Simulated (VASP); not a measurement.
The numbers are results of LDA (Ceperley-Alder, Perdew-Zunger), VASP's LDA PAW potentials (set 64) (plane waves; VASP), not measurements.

VASP ran on this input.

File KPOINTS:
```
Regular mesh
0
G
11 11 11
```

**INCAR**
```
ALGO = Normal
EDIFF = 1E-7
ENCUT = 520
ISIF = 2
ISMEAR = 1
LASPH = .TRUE.
LCHARG = .FALSE.
LMAXMIX = 4
LREAL = .FALSE.
LWAVE = .FALSE.
NELM = 100
PREC = Accurate
SIGMA = 0.1
SYSTEM = Ge
```

POSCAR:
```
Ge
1
    0.0000000000     2.7552111093     2.7552111093
    2.7552111093     0.0000000000     2.7552111093
    2.7552111093     2.7552111093     0.0000000000
Ge
2
Direct
  0.0000000000   0.0000000000   0.0000000000
  0.2500000000   0.2500000000   0.2500000000
```

POTCAR, in this order: Ge_d (LDA.64 set). Program: vasp_std.

The resulting files:

OUTCAR:
```
 ion  position               nearest neighbor table
   1  0.000  0.000  0.000-   2 2.39   2 2.39   2 2.39   2 2.39
   2  0.250  0.250  0.250-   1 2.39   1 2.39   1 2.39   1 2.39
  LATTYP: Found a face centered cubic cell.
 ALAT       =     5.5104222186
 Subroutine PRICEL returns:
 Original cell was already a primitive cell.
 Subroutine GETGRP returns: Found 48 space group operations
The static configuration has the point symmetry T_d .
 The point group associated with its full space group is O_h .
The dynamic configuration has the point symmetry T_d .
 Subroutine INISYM returns: Found 48 space group operations
 Subroutine IBZKPT returns following result:
 Found     56 irreducible k-points:

 Following reciprocal coordinates:
            Coordinates               Weight
  0.000000  0.000000  0.000000      1.000000
  0.090909  0.000000  0.000000      8.000000
  0.181818  0.000000  0.000000      8.000000
  0.272727  0.000000  0.000000      8.000000
  0.363636  0.000000  0.000000      8.000000
  0.454545  0.000000  0.000000      8.000000
  0.090909  0.090909  0.000000      6.000000
  0.181818  0.090909  0.000000     24.000000
  0.272727  0.090909  0.000000     24.000000
  0.363636  0.090909  0.000000     24.000000
  0.454545  0.090909  0.000000     24.000000
 -0.454545  0.090909  0.000000     24.000000
 -0.363636  0.090909  0.000000     24.000000
 -0.272727  0.090909  0.000000     24.000000
 -0.181818  0.090909  0.000000     24.000000
 -0.090909  0.090909  0.000000     12.000000
  0.181818  0.181818  0.000000      6.000000
  0.272727  0.181818  0.000000     24.000000
  0.363636  0.181818  0.000000     24.000000
  0.454545  0.181818  0.000000     24.000000
 -0.454545  0.181818  0.000000     24.000000
 -0.363636  0.181818  0.000000     24.000000
 -0.272727  0.181818  0.000000     24.000000
 -0.181818  0.181818  0.000000     12.000000
  0.272727  0.272727  0.000000      6.000000
  0.363636  0.272727  0.000000     24.000000
  0.454545  0.272727  0.000000     24.000000
 -0.454545  0.272727  0.000000     24.000000
 -0.363636  0.272727  0.000000     24.000000
 -0.272727  0.272727  0.000000     12.000000
  0.363636  0.363636  0.000000      6.000000
  0.454545  0.363636  0.000000     24.000000
 -0.454545  0.363636  0.000000     24.000000
 -0.363636  0.363636  0.000000     12.000000
  0.454545  0.454545  0.000000      6.000000
 -0.454545  0.454545  0.000000     12.000000
  0.272727  0.181818  0.090909     24.000000
  0.363636  0.181818  0.090909     48.000000
  0.454545  0.181818  0.090909     48.000000
 -0.454545  0.181818  0.090909     48.000000
   k-points           NKPTS =     56   k-points in BZ     NKDIM =     56   number of bands    NBANDS=     18
   number of dos      NEDOS =    301   number of ions     NIONS =      2
   total plane-waves  NPLWV =  27000
   dimension x,y,z NGX =    30 NGY =   30 NGZ =   30
   dimension x,y,z NGXF=    60 NGYF=   60 NGZF=   60
   ions per type =               2
   PREC   = accura    normal or accurate (medium, high low for compatibility)
   ISTART =      0    job   : 0-new  1-cont  2-samecut
   ICHARG =      2    charge: 1-file 2-atom 10-const
   ISPIN  =      1    spin polarized calculation?
   LNONCOLLINEAR =      F non collinear calculations
   LSORBIT =      F    spin-orbit coupling
   INIWAV =      1    electr: 0-lowe 1-rand  2-diag
   ENCUT  =  520.0 eV  38.22 Ry    6.18 a.u.   7.24  7.24  7.24*2*pi/ulx,y,z
   NELM   =    100;   NELMIN=  2; NELMDL= -5     # of ELM steps
   EDIFF  = 0.1E-06   stopping-criterion for ELM
   LREAL  =      F    real-space projection
   NLSPLINE    = F    spline interpolate recip. space projectors
...
```

OSZICAR:
```
       N       E                     dE             d eps       ncg     rms          rms(c)
DAV:   1     0.160056075181E+03    0.16006E+03   -0.15294E+04  2092   0.429E+03
DAV:   2     0.957731001734E+01   -0.15048E+03   -0.14777E+03  2024   0.535E+02
DAV:   3    -0.997924864644E+01   -0.19557E+02   -0.19359E+02  2204   0.145E+02
DAV:   4    -0.105526356548E+02   -0.57339E+00   -0.57258E+00  2350   0.286E+01
DAV:   5    -0.105613051886E+02   -0.86695E-02   -0.86687E-02  2234   0.359E+00    0.367E+00
DAV:   6    -0.104192439218E+02    0.14206E+00   -0.53960E-02  2122   0.181E+00    0.211E+00
DAV:   7    -0.103484287089E+02    0.70815E-01   -0.11433E-01  2116   0.243E+00    0.148E-01
DAV:   8    -0.103491165978E+02   -0.68789E-03   -0.56718E-03  2200   0.862E-01    0.487E-02
DAV:   9    -0.103491134811E+02    0.31167E-05   -0.14543E-04  2298   0.131E-01    0.184E-02
DAV:  10    -0.103491105572E+02    0.29239E-05   -0.13539E-05  2488   0.577E-02    0.488E-03
DAV:  11    -0.103491100015E+02    0.55563E-06   -0.22048E-06  2284   0.102E-02    0.136E-03
DAV:  12    -0.103491099895E+02    0.12078E-07   -0.86570E-08  1232   0.583E-03
   1 F= -.10349110E+02 E0= -.10349116E+02  d E =0.183841E-04
```

OUTCAR:
```
------------------------ aborting loop because EDIFF is reached ----------------------------------------
  FORCE on cell =-STRESS in cart. coord.  units (eV):
  Direction    XX          YY          ZZ          XY          YZ          ZX
  --------------------------------------------------------------------------------------
  Total        1.3421406      1.3421406      1.3421406     -0.0000000      0.0000000     -0.0000000
  in kB       51.4060167     51.4060167     51.4060167     -0.0000000      0.0000000     -0.0000000
  external PRESSURE =      51.4060167 kB  Pullay stress =       0.0000000 kB
  volume of cell :       41.83
      direct lattice vectors                 reciprocal lattice vectors
     0.000000000  2.755211109  2.755211109    -0.181474297  0.181474297  0.181474297
     2.755211109  0.000000000  2.755211109     0.181474297 -0.181474297  0.181474297
     2.755211109  2.755211109  0.000000000     0.181474297  0.181474297 -0.181474297
 POSITION                                       TOTAL-FORCE (eV/Angst)
 -----------------------------------------------------------------------------------
      0.00000      0.00000      0.00000        -0.000000     -0.000000     -0.000000
      1.37761      1.37761      1.37761         0.000000      0.000000      0.000000
 -----------------------------------------------------------------------------------
    total drift:                                0.000000     -0.000000      0.000000
  FREE ENERGIE OF THE ION-ELECTRON SYSTEM (eV)
  ---------------------------------------------------
  free  energy   TOTEN  =       -10.3491099895 eV

  energy  without entropy=      -10.3491283736  energy(sigma->0) =      -10.34911612
```
(Selected blocks of OUTCAR.)

The compound is Ge in the diamond structure. This cell is one point of a volume scan, at 0.94 of the reference volume.
